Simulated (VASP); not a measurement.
VASP input:

KPOINTS:
```
Automatic
0
gamma
 9 9 9
0 0 0
```

POSCAR:
```
RuSb
1
    0.0000000000     3.2908970000     3.2908970000
    3.2908970000     0.0000000000     3.2908970000
    3.2908970000     3.2908970000     0.0000000000
Ru Sb
1 1
Direct
  0.0000000000   0.0000000000   0.0000000000
  0.2500000000   0.2500000000   0.2500000000
```

INCAR:
```
SYSTEM = RuSb
PREC = Accurate; ENCUT = 400; LREAL = .False.
LASPH = .True.
EDIFF = 1E-6; NELM = 100; ALGO = Normal
LMAXMIX = 4
ISMEAR = 1; SIGMA = 0.1
GGA = PS
IBRION = 2; NSW = 60; ISIF = 3
EDIFFG = -0.01
LWAVE = .False.; LCHARG = .False.
```

POTCAR, in this order: Ru_pv Sb (PBE.64 set). Program: vasp_std.

Task: Write an equivalent input for Ansatz.

Result: One equivalent input (not run):
Ansatz 0.2 input:
```yaml
crystal:
  lattice:
    - [0.0000000, 3.2908970, 3.2908970]
    - [3.2908970, 0.0000000, 3.2908970]
    - [3.2908970, 3.2908970, 0.0000000]
  atoms:
    - { symbol: Ru, position: [0.0000000, 0.0000000, 0.0000000] }
    - { symbol: Sb, position: [0.2500000, 0.2500000, 0.2500000] }
kpoints:
  mp_grid: { grid: [9, 9, 9] }
hamiltonian:
  xc: pbesol
  pseudopotentials: { kind: paw }
scf:
  occupations: { method: methfessel_paxton, width: 0.1 }
  max_iter: 100
relax:
  max_steps: 60
  f_tol: 0.01
  cell: {}
output: { forces: true, stress: true, eigenvalues: true }
```
The two are equivalent in intent, not identical: each code has its own PAW files, so the cut-off isn't converted (ENCUT is set for VASP's; basis.ecutwfc is left out, and Ansatz then takes the one that its files recommend); Ansatz stops its SCF on the density residual and VASP on the energy change (EDIFF).

The structure was generated: RuSb was put into the zinc blende type (F-43m), which need not be its known phase. This run relaxes it. Symmetry was kept, so distortions that lower it aren't found.
